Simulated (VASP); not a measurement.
VASP ran on this input.

**POSCAR**
```
TiCo
1.0
  2.9598753100   0.0000000000   0.0000000000
  0.0000000000   2.9598753100   0.0000000000
  0.0000000000   0.0000000000   2.9598753100
Ti Co
1 1
Direct
  0.0000000000   0.0000000000   0.0000000000
  0.5000000000   0.5000000000   0.5000000000
```

**INCAR**
```
! general
SYSTEM  = TiCo
PREC    = Accurate
ENCUT   = 520   ! plane-wave cut-off (eV)
LREAL   = F   ! projection in real space or not
LASPH   = T   ! aspherical one-centre terms

! electronic loop
EDIFF   = 1E-7   ! SCF stop (eV)
NELM    = 100   ! most electronic steps
ALGO    = Normal   ! blocked Davidson
LMAXMIX = 4   ! l cut-off of mixed one-centre charges

! smearing
ISMEAR  = 1   ! Methfessel-Paxton
SIGMA   = 0.1

! functional
GGA     = PS   ! PBEsol

! ions
ISIF    = 2   ! forces and stress, cell fixed

! output
LWAVE   = F
LCHARG  = F
```

KPOINTS:
```
K-points
0
gamma
  12 12 12
```

POTCAR, in this order: Ti_sv Co (PBE.64 set). Program: vasp_std.

Task: Write an equivalent input for Ansatz.

Result: One equivalent input (not run):
Ansatz 0.2 input:
```yaml
crystal:
  lattice:
    - [2.9598753, 0.0000000, 0.0000000]
    - [0.0000000, 2.9598753, 0.0000000]
    - [0.0000000, 0.0000000, 2.9598753]
  atoms:
    - { symbol: Ti, position: [0.0000000, 0.0000000, 0.0000000] }
    - { symbol: Co, position: [0.5000000, 0.5000000, 0.5000000] }
kpoints:
  mp_grid: { grid: [12, 12, 12] }
hamiltonian:
  xc: pbesol
  pseudopotentials: { kind: paw }
scf:
  occupations: { method: methfessel_paxton, width: 0.1 }
  max_iter: 100
output: { forces: true, stress: true, eigenvalues: true }
```
The two are equivalent in intent, not identical: each code has its own PAW files, so the cut-off isn't converted (ENCUT is set for VASP's; basis.ecutwfc is left out, and Ansatz then takes the one that its files recommend); Ansatz stops its SCF on the density residual and VASP on the energy change (EDIFF).

The compound is TiCo in the CsCl type structure. This cell is one point of a volume scan, at 1.03 of the reference volume.
